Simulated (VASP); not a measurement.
Here is the system:

```
Se
1.0
    2.02164    -3.50159     0.00000
    2.02164     3.50159     0.00000
    0.00000     0.00000     5.12659
Se
3
Direct
  0.00000   0.24832   0.66667
  0.75168   0.75168   0.00000
  0.24832   0.00000   0.33333
```

Level of theory: PBEsol GGA, VASP's PBE PAW potentials (set 64) (plane waves; VASP). Settings: 400 eV cut-off, 14×14×10 Γ-centred mesh, Gaussian smearing of 0.010 eV, potentials Se.

Without a dispersion term in the relaxation, distances and binding between the weakly bound layers, chains or molecules are unreliable, and so is what depends on them.

Question: Predict the energy per atom (σ→0).

Answer: 
energy per atom (σ→0): -3.853 eV/atom

Total energies compare only between runs with the same potentials, cut-off and functional.

The compound is Se in the trig structure. It was relaxed first, which changed the volume by -11 %.
